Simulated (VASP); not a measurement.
Consider the following.

```xyz
4
Lattice="2.2600 -3.8300 0.0000 2.2600 3.8300 0.0000 0.0000 0.0000 4.5300" Properties=species:S:1:pos:R:3 pbc="T T T"
Ga     2.2600     2.6435     4.1631
Ga     2.2600     1.1865     1.8981
Ga     2.2600    -1.1865     2.6319
Ga     2.2600    -2.6435     0.3669
```

Method: PBE GGA, VASP's PBE PAW potentials (set 64) (plane waves; VASP). Settings: 400 eV cut-off, 6×6×5 Γ-centred mesh, first-order Methfessel-Paxton smearing of 0.10 eV, potentials Ga_d.

**Question.** What does the run give for the energy per atom (σ→0), pressure, largest force, band gap (on the k-mesh) with the smallest direct gap where there is one?

**Answer.** 
```yaml
band gap (on the k-mesh): none (metal, semimetal or under 0.01 eV)
energy per atom (σ→0): -2.901 eV/atom
pressure: 1.65 GPa
largest_force: 0.073 eV/Å
```

Total energies compare only between runs with the same potentials, cut-off and functional.

The compound is Ga in the alpha structure. The cell was not relaxed at this level.
